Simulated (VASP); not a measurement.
A VASP calculation is set up with these files.

**INCAR**
```
ALGO=Normal
EDIFF=1E-7
EDIFFG=-0.01
ENCUT=520
GGA=91
IBRION=2
ISIF=4
ISMEAR=1
LASPH=.True.
LCHARG=.False.
LMAXMIX=4
LREAL=.False.
LWAVE=.False.
NELM=100
NSW=30
PREC=Accurate
SIGMA=0.1
SYSTEM=NiSb
```

**KPOINTS**
```
Automatic mesh
0
Gamma
9 9 6
0 0 0
```

**POSCAR**
```
NiSb
1.0
  1.9869988129  -3.4415830671   0.0000000000
  1.9869988129   3.4415830671   0.0000000000
  0.0000000000   0.0000000000   5.1772040690
Ni Sb
2 2
Cartesian
  0.0000000000   0.0000000000   2.5886020345
  0.0000000000   0.0000000000   0.0000000000
  1.9869988129   1.1471966501   1.2943010173
  1.9869988129  -1.1471966501   3.8829030518
```

POTCAR, in this order: Ni Sb (PBE.64 set). Program: vasp_std.

**Question.** Write an equivalent input for Quantum ESPRESSO's pw.x.

**Answer.** One equivalent input (not run):
```
&CONTROL
  calculation = 'vc-relax'
  pseudo_dir = './pseudo'
  outdir = './out'
  tprnfor = .true.
  tstress = .true.
  nstep = 30
  forc_conv_thr = 0.00039
/
&SYSTEM
  ibrav = 0
  nat = 4
  ntyp = 2
  ecutwfc = 98
  occupations = 'smearing'
  smearing = 'methfessel-paxton'
  degauss = 0.00735
  input_dft = 'pw91'
/
&ELECTRONS
  conv_thr = 7.3e-09
  electron_maxstep = 100
/
&IONS
/
&CELL
  cell_dofree = 'shape'
/
ATOMIC_SPECIES
  Ni 58.693 Ni.upf
  Sb 121.760 Sb.upf
CELL_PARAMETERS angstrom
     1.9869988   -3.4415831    0.0000000
     1.9869988    3.4415831    0.0000000
     0.0000000    0.0000000    5.1772041
ATOMIC_POSITIONS crystal
  Ni   0.0000000  0.0000000  0.5000000
  Ni   0.0000000  0.0000000  0.0000000
  Sb   0.3333330  0.6666670  0.2500000
  Sb   0.6666670  0.3333330  0.7500000
K_POINTS automatic
  9 9 6 0 0 0
```
What does not carry over: the potentials are each code's own (VASP's PAW set, PseudoDojo norm-conserving files in pw.x), so ENCUT and ecutwfc are chosen apart and not converted; conv_thr bounds pw.x's estimated SCF error, while EDIFF bounds the energy change between steps; forc_conv_thr acts on force components and is met together with etot_conv_thr.

The compound is NiSb in the NiAs type structure. This run relaxes it. Symmetry was kept, so distortions that lower it aren't found.
